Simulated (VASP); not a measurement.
Runs of VASP 6.6.1 on Ir. The structure is cubic, space group Fm-3m (No. 225). The conventional cell has a = 3.854 Å, b = 3.854 Å, c = 3.854 Å, α = 90.00°, β = 90.00°, γ = 90.00°. Around Ir (site symmetry m-3m) lie 12 Ir at 2.73 Å. 

```csv
task,level,potentials or basis,cell,k mesh,cutoff (eV),mesh quality,gap on the mesh (eV),pressure (GPa),relaxed volume (Å³/atom)
relaxation of cell and atoms,PBEsol,"VASP PAW PBE potentials, release 64 (Ir)",relaxed,18 × 18 × 18,480,not flagged,none,0.0,14.08
relaxation of cell and atoms,LDA,"VASP PAW LDA potentials, release 64 (Ir)",relaxed,18 × 18 × 18,600,not flagged,none,0.0,(c)
relaxation of cell and atoms,PBEsol,"VASP PAW PBE potentials, release 64 (Ir)",relaxed,18 × 18 × 18,300,not flagged,none,0.0,(a)
relaxation of cell and atoms,RPBE,"VASP PAW PBE potentials, release 64 (Ir)",relaxed,18 × 18 × 18,600,not flagged,none,0.0,(b)
relaxation of cell and atoms,PBEsol,"VASP PAW PBE potentials, release 64 (Ir)",relaxed,6 × 6 × 6,600,coarse,none,0.0,14.12
relaxation of cell and atoms,PBE,"VASP PAW PBE potentials, release 64 (Ir)",relaxed,18 × 18 × 18,600,not flagged,none,0.0,14.52
relaxation of cell and atoms,PBEsol,"VASP PAW PBE potentials, release 64 (Ir)",relaxed,18 × 18 × 18,580,not flagged,none,0.0,14.09
single point,PBEsol,"VASP PAW PBE potentials, release 64 (Ir)",as given,18 × 18 × 18,520,not flagged,none,-6.0,-
```

Alike in all rows: no spin polarisation; smearing gaussian 0.1 eV.

Problem. Estimate the missing entries.

Solution. (a) 14.06; (b) 14.69; (c) 13.93.

Caveats: some runs use coarse meshes; the PAW data sets were made with another functional, which shifts forces and pressure a little (some runs).

A k mesh can miss the band edges, and the runs leave out spin-orbit coupling on Ir.

A gap of «none» marks a metal or a gap under the smearing width.
